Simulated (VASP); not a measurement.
Write the native input for VASP 6.6.1 that does the following.

* Task: single point
* Functional: PBE
* Potentials or basis: VASP PAW PBE potentials, release 64 (Cs_sv, Re)
* Cutoff: 520 eV
* k mesh: 7 × 7 × 7
* Occupations: fermi-dirac, width 0.05 eV
* Spin: no spin polarisation
* Further INCAR settings: ALGO = Normal; EDIFF = 1e-07; NBANDS = 15

The structure of CsRe lies in POSCAR:

```
CsRe
1.0
    0.0000000000      3.1261300000      3.1261300000
    3.1261300000      0.0000000000      3.1261300000
    3.1261300000      3.1261300000      0.0000000000
Cs Re
1 1
Direct
    0.2500000000      0.2500000000      0.2500000000
    0.0000000000      0.0000000000      0.0000000000
```

The cell was built by a generator and needn't be a form met in nature.

These files were run (other wordings do the same):

INCAR

```
SYSTEM = CsRe
  PREC = Accurate
  ENCUT = 520
  EDIFF = 1E-7
  ISMEAR = -1
  SIGMA = 0.05
  LREAL = .FALSE.
  LASPH = .TRUE.
  NELM = 60
  ALGO = Normal
  ISIF = 2
  LWAVE = .FALSE.
  LCHARG = .TRUE.
  GGA = PE
  LELF = .TRUE.
  LVHAR = .TRUE.
  NBANDS = 15
```

KPOINTS

```
Automatic mesh
0
G
  7 7 7
  0 0 0
```

Potentials or basis: VASP PAW PBE potentials, release 64 (Cs_sv, Re).

Run with:

```console
$ cat potpaw_PBE.64/Cs_sv/POTCAR potpaw_PBE.64/Re/POTCAR > POTCAR
$ mpirun -np 1 vasp_std > vasp.out
```

It gave:

```
Pressure               : 2.9 GPa
Band gap on the k mesh : none (metal or under the smearing width)
```

Wall time 21 s on 1 thread of Intel(R) Xeon(R) Platinum 8259CL CPU @ 2.50GHz (Skylake/Cascade Lake), with other jobs on the host, peak memory 0.2 GiB.
